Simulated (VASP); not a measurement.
Computed with LDA (Ceperley-Alder, Perdew-Zunger), VASP's LDA PAW potentials (set 64) (plane waves; VASP).

Input for VASP

INCAR:
```
ALGO = Normal
EDIFF = 1E-7
ENCUT = 530
IBRION = 6
ISIF = 3
ISMEAR = 0
LASPH = .TRUE.
LCHARG = .FALSE.
LREAL = .FALSE.
LWAVE = .FALSE.
NELM = 100
NFREE = 2
NSW = 1
POTIM = 0.015
PREC = Accurate
SIGMA = 0.05
SYSTEM = Si
```

### POSCAR
```
Si
1
    0.0000000000     2.7014653578     2.7014653578
    2.7014653578    -0.0000000000     2.7014653578
    2.7014653578     2.7014653578    -0.0000000000
Si
2
Direct
  0.0000000000   0.0000000000   0.0000000000
  0.2500000000   0.2500000000   0.2500000000
```

KPOINTS:
```
Automatic mesh
0
Gamma
8 8 8
0 0 0
```

POTCAR, in this order: Si (LDA.64 set). Program: vasp_std.

What VASP printed:

### OSZICAR
```
...
DAV:   5    -0.119111761774E+02    0.13651E-04   -0.31183E-06  1184   0.135E-02    0.411E-03
DAV:   6    -0.119111762297E+02   -0.52251E-07   -0.93440E-08  1040   0.270E-03
   6 F= -.11911176E+02 E0= -.11911176E+02  d E =-.160756E-10
       N       E                     dE             d eps       ncg     rms          rms(c)
DAV:   1    -0.119165958263E+02   -0.54196E-02   -0.30429E-01  1144   0.328E+00    0.437E-01
DAV:   2    -0.119129473003E+02    0.36485E-02   -0.74580E-03  1160   0.617E-01    0.276E-01
DAV:   3    -0.119110949682E+02    0.18523E-02   -0.46910E-03  1160   0.348E-01    0.721E-02
DAV:   4    -0.119110892178E+02    0.57504E-05   -0.49614E-05  1296   0.625E-02    0.580E-02
DAV:   5    -0.119110802942E+02    0.89236E-05   -0.42072E-06  1208   0.153E-02    0.551E-03
DAV:   6    -0.119110801712E+02    0.12306E-06   -0.18689E-07  1096   0.330E-03    0.668E-04
DAV:   7    -0.119110801728E+02   -0.16670E-08   -0.48500E-09   728   0.616E-04
   7 F= -.11911080E+02 E0= -.11911080E+02  d E =-.152849E-07
       N       E                     dE             d eps       ncg     rms          rms(c)
DAV:   1    -0.119172896899E+02   -0.62095E-02   -0.23541E-01  2832   0.287E+00    0.337E-01
DAV:   2    -0.119142043492E+02    0.30853E-02   -0.10457E-02  3344   0.796E-01    0.194E-01
DAV:   3    -0.119126636111E+02    0.15407E-02   -0.51974E-03  3184   0.435E-01    0.383E-02
DAV:   4    -0.119126807866E+02   -0.17176E-04   -0.35983E-04  2656   0.150E-01    0.276E-02
DAV:   5    -0.119126734108E+02    0.73758E-05   -0.15265E-05  3824   0.248E-02    0.914E-03
DAV:   6    -0.119126731746E+02    0.23623E-06   -0.12852E-06  2976   0.771E-03    0.429E-03
DAV:   7    -0.119126731857E+02   -0.11153E-07   -0.12829E-07  2080   0.271E-03
   8 F= -.11912673E+02 E0= -.11912673E+02  d E =-.164395E-11
       N       E                     dE             d eps       ncg     rms          rms(c)
DAV:   1    -0.119266843456E+02   -0.14011E-01   -0.35269E-01  3056   0.326E+00    0.516E-01
DAV:   2    -0.119166828737E+02    0.10001E-01   -0.21882E-02  3168   0.112E+00    0.238E-01
DAV:   3    -0.119126030779E+02    0.40798E-02   -0.17072E-02  3160   0.807E-01    0.611E-02
DAV:   4    -0.119126876244E+02   -0.84546E-04   -0.13585E-03  2552   0.297E-01    0.388E-02
DAV:   5    -0.119126764977E+02    0.11127E-04   -0.53589E-05  3664   0.496E-02    0.110E-02
DAV:   6    -0.119126730313E+02    0.34664E-05   -0.13128E-05  2856   0.237E-02    0.481E-03
DAV:   7    -0.119126732127E+02   -0.18144E-06   -0.15365E-06  3224   0.863E-03    0.817E-04
DAV:   8    -0.119126731816E+02    0.31113E-07   -0.12196E-07  1776   0.246E-03
   9 F= -.11912673E+02 E0= -.11912673E+02  d E =-.164773E-11
       N       E                     dE             d eps       ncg     rms          rms(c)
DAV:   1    -0.119194455178E+02   -0.67723E-02   -0.29594E-01  3168   0.292E+00    0.314E-01
DAV:   2    -0.119155489964E+02    0.38965E-02   -0.12207E-02  3128   0.856E-01    0.161E-01
DAV:   3    -0.119128918032E+02    0.26572E-02   -0.79560E-03  3464   0.549E-01    0.438E-02
DAV:   4    -0.119128011928E+02    0.90610E-04   -0.64739E-04  2808   0.193E-01    0.269E-02
DAV:   5    -0.119126949254E+02    0.10627E-03   -0.21500E-04  3568   0.913E-02    0.424E-03
DAV:   6    -0.119126874119E+02    0.75134E-05   -0.20019E-05  2688   0.346E-02    0.363E-03
DAV:   7    -0.119126739207E+02    0.13491E-04   -0.76066E-07  4048   0.605E-03    0.951E-04
DAV:   8    -0.119126738702E+02    0.50496E-07   -0.63657E-08  1584   0.196E-03
  10 F= -.11912674E+02 E0= -.11912674E+02  d E =-.164934E-11
       N       E                     dE             d eps       ncg     rms          rms(c)
DAV:   1    -0.119268337205E+02   -0.14160E-01   -0.33539E-01  3256   0.325E+00    0.518E-01
DAV:   2    -0.119166467197E+02    0.10187E-01   -0.21170E-02  3144   0.110E+00    0.238E-01
DAV:   3    -0.119126030834E+02    0.40436E-02   -0.16943E-02  3256   0.803E-01    0.606E-02
DAV:   4    -0.119126876892E+02   -0.84606E-04   -0.13393E-03  2568   0.292E-01    0.381E-02
DAV:   5    -0.119126759034E+02    0.11786E-04   -0.51627E-05  3856   0.486E-02    0.105E-02
DAV:   6    -0.119126730565E+02    0.28469E-05   -0.10682E-05  2904   0.215E-02    0.482E-03
DAV:   7    -0.119126732188E+02   -0.16232E-06   -0.14031E-06  3328   0.812E-03    0.114E-03
DAV:   8    -0.119126731814E+02    0.37381E-07   -0.14950E-07  1896   0.269E-03
  11 F= -.11912673E+02 E0= -.11912673E+02  d E =-.164801E-11
       N       E                     dE             d eps       ncg     rms          rms(c)
DAV:   1    -0.119197919579E+02   -0.71187E-02   -0.24782E-01  3368   0.280E+00    0.315E-01
DAV:   2    -0.119157004295E+02    0.40915E-02   -0.10520E-02  3096   0.806E-01    0.161E-01
DAV:   3    -0.119128742074E+02    0.28262E-02   -0.73656E-03  3488   0.556E-01    0.437E-02
DAV:   4    -0.119127762051E+02    0.98002E-04   -0.67812E-04  2720   0.194E-01    0.261E-02
DAV:   5    -0.119126731855E+02    0.10302E-03   -0.19625E-04  3576   0.861E-02    0.380E-03
DAV:   6    -0.119126740241E+02   -0.83859E-06   -0.17440E-05  2600   0.326E-02    0.275E-03
DAV:   7    -0.119126731347E+02    0.88941E-06   -0.63973E-07  4048   0.555E-03    0.404E-04
DAV:   8    -0.119126731302E+02    0.44428E-08   -0.34470E-08  1624   0.155E-03
  12 F= -.11912673E+02 E0= -.11912673E+02  d E =-.164882E-11
       N       E                     dE             d eps       ncg     rms          rms(c)
DAV:   1    -0.119269100904E+02   -0.14237E-01   -0.31464E-01  3328   0.316E+00    0.516E-01
DAV:   2    -0.119166398271E+02    0.10270E-01   -0.20604E-02  3176   0.108E+00    0.237E-01
DAV:   3    -0.119126095324E+02    0.40303E-02   -0.16994E-02  3296   0.802E-01    0.584E-02
DAV:   4    -0.119126875744E+02   -0.78042E-04   -0.12867E-03  2592   0.288E-01    0.379E-02
DAV:   5    -0.119126756920E+02    0.11882E-04   -0.51946E-05  3744   0.485E-02    0.102E-02
DAV:   6    -0.119126730577E+02    0.26343E-05   -0.10363E-05  2912   0.212E-02    0.441E-03
DAV:   7    -0.119126732005E+02   -0.14276E-06   -0.11211E-06  3152   0.749E-03    0.600E-04
DAV:   8    -0.119126731819E+02    0.18546E-07   -0.73391E-08  1712   0.193E-03
  13 F= -.11912673E+02 E0= -.11912673E+02  d E =-.164783E-11
       N       E                     dE             d eps       ncg     rms          rms(c)
DAV:   1    -0.119186596554E+02   -0.59865E-02   -0.15206E-01  2024   0.235E+00    0.179E-01
DAV:   2    -0.119166497659E+02    0.20099E-02   -0.59554E-03  2136   0.624E-01    0.115E-01
DAV:   3    -0.119140843163E+02    0.25654E-02   -0.57277E-03  2064   0.475E-01    0.143E-02
DAV:   4    -0.119141091205E+02   -0.24804E-04   -0.54586E-04  1624   0.179E-01    0.925E-03
DAV:   5    -0.119140711457E+02    0.37975E-04   -0.13771E-05  2592   0.284E-02    0.171E-03
DAV:   6    -0.119140674560E+02    0.36897E-05   -0.84542E-07  1688   0.766E-03    0.101E-03
DAV:   7    -0.119140653806E+02    0.20755E-05   -0.20799E-08  1240   0.109E-03    0.404E-04
DAV:   8    -0.119140648601E+02    0.52045E-06   -0.21946E-08   960   0.979E-04    0.464E-05
DAV:   9    -0.119140648090E+02    0.51138E-07   -0.36261E-09  1072   0.528E-04
  14 F= -.11914065E+02 E0= -.11914065E+02  d E =-.108015E-10
       N       E                     dE             d eps       ncg     rms          rms(c)
DAV:   1    -0.119137539901E+02    0.31087E-03   -0.15543E-01  1552   0.244E+00    0.157E-01
DAV:   2    -0.119141663808E+02   -0.41239E-03   -0.54119E-03  2584   0.634E-01    0.779E-02
DAV:   3    -0.119140696453E+02    0.96735E-04   -0.17265E-04  1728   0.806E-02    0.147E-02
DAV:   4    -0.119140661866E+02    0.34588E-05   -0.24070E-05  2344   0.345E-02    0.445E-03
DAV:   5    -0.119140648224E+02    0.13642E-05   -0.42846E-06  1920   0.128E-02    0.115E-03
DAV:   6    -0.119140648123E+02    0.10010E-07   -0.59762E-07  2056   0.534E-03
  15 F= -.11914065E+02 E0= -.11914065E+02  d E =-.108661E-10
```

File OUTCAR:
```
------------------------ aborting loop because EDIFF is reached ----------------------------------------
  FORCE on cell =-STRESS in cart. coord.  units (eV):
  Direction    XX          YY          ZZ          XY          YZ          ZX
  --------------------------------------------------------------------------------------
  Total        0.0000815      0.0038550      0.0038550      0.0000000     -0.1482966      0.0000000
  in kB        0.0033113      0.1566413      0.1566413      0.0000000     -6.0257829      0.0000000
  external PRESSURE =       0.1055313 kB  Pullay stress =       0.0000000 kB
  volume of cell :       39.43
      direct lattice vectors                 reciprocal lattice vectors
     0.000000000  2.701465358  2.701465358    -0.185084735  0.185084735  0.185084735
     2.701465358  0.000000000  2.701465358     0.185084735 -0.185084735  0.185084735
     2.701465358  2.701465358  0.000000000     0.185084735  0.185084735 -0.185084735
 POSITION                                       TOTAL-FORCE (eV/Angst)
 -----------------------------------------------------------------------------------
     -0.01500      0.00000      0.00000         0.203785     -0.000000     -0.000000
      1.35073      1.35073      1.35073        -0.203785      0.000000      0.000000
 -----------------------------------------------------------------------------------
    total drift:                                0.000361      0.000000      0.000000
  FREE ENERGIE OF THE ION-ELECTRON SYSTEM (eV)
  ---------------------------------------------------
  free  energy   TOTEN  =       -11.9140648123 eV

  energy  without entropy=      -11.9140648123  energy(sigma->0) =      -11.91406481

   1 f  =   15.377169 THz    96.617604 2PiTHz  512.927154 cm-1    63.594833 meV
             X         Y         Z           dx          dy          dz
      0.000000  0.000000  0.000000     0.707107    0.000000    0.000000
      1.350733  1.350733  1.350733    -0.707107    0.000000    0.000000

   2 f  =   15.377169 THz    96.617604 2PiTHz  512.927154 cm-1    63.594833 meV
             X         Y         Z           dx          dy          dz
      0.000000  0.000000  0.000000     0.000000    0.138675    0.693375
      1.350733  1.350733  1.350733     0.000000   -0.138675   -0.693375

   3 f  =   15.377169 THz    96.617604 2PiTHz  512.927154 cm-1    63.594833 meV
             X         Y         Z           dx          dy          dz
      0.000000  0.000000  0.000000     0.000000    0.693375   -0.138675
      1.350733  1.350733  1.350733     0.000000   -0.693375    0.138675

   4 f  =    0.000000 THz     0.000000 2PiTHz    0.000000 cm-1     0.000000 meV
             X         Y         Z           dx          dy          dz
      0.000000  0.000000  0.000000     0.707107    0.000000    0.000000
      1.350733  1.350733  1.350733     0.707107    0.000000    0.000000

   5 f/i=    0.000000 THz     0.000001 2PiTHz    0.000003 cm-1     0.000000 meV
             X         Y         Z           dx          dy          dz
      0.000000  0.000000  0.000000     0.000000   -0.653281    0.270598
      1.350733  1.350733  1.350733     0.000000   -0.653281    0.270598

   6 f/i=    0.000000 THz     0.000001 2PiTHz    0.000007 cm-1     0.000001 meV
             X         Y         Z           dx          dy          dz
      0.000000  0.000000  0.000000     0.000000    0.270598    0.653281
      1.350733  1.350733  1.350733     0.000000    0.270598    0.653281

 ELASTIC MODULI CONTR FROM IONIC RELAXATION (kBar)
 Direction    XX          YY          ZZ          XY          YZ          ZX
 --------------------------------------------------------------------------------
 XX          -0.0000      0.0000      0.0000      0.0000      0.0000      0.0000
 YY           0.0000     -0.0000      0.0000      0.0000      0.0000      0.0000
 ZZ           0.0000      0.0000     -0.0000      0.0000      0.0000      0.0000
 XY           0.0000      0.0000      0.0000   -293.1341      0.0000      0.0000
 YZ           0.0000      0.0000      0.0000      0.0000   -293.1341      0.0000
 ZX           0.0000      0.0000      0.0000      0.0000      0.0000   -293.1341
 --------------------------------------------------------------------------------

 TOTAL ELASTIC MODULI (kBar)
 Direction    XX          YY          ZZ          XY          YZ          ZX
 --------------------------------------------------------------------------------
 XX        1612.3969    646.5194    646.5194     -0.0000      0.0000     -0.0000
 YY         646.5194   1612.3969    646.5194      0.0000     -0.0000      0.0000
 ZZ         646.5194    646.5194   1612.3969      0.0000      0.0000      0.0000
 XY          -0.0000      0.0000      0.0000    761.4835      0.0000      0.0000
 YZ           0.0000     -0.0000      0.0000      0.0000    761.4835      0.0000
 ZX          -0.0000      0.0000      0.0000      0.0000      0.0000    761.4835
 --------------------------------------------------------------------------------
```
(Selected blocks of OUTCAR.)

The compound is Si in the diamond structure. It was relaxed first.
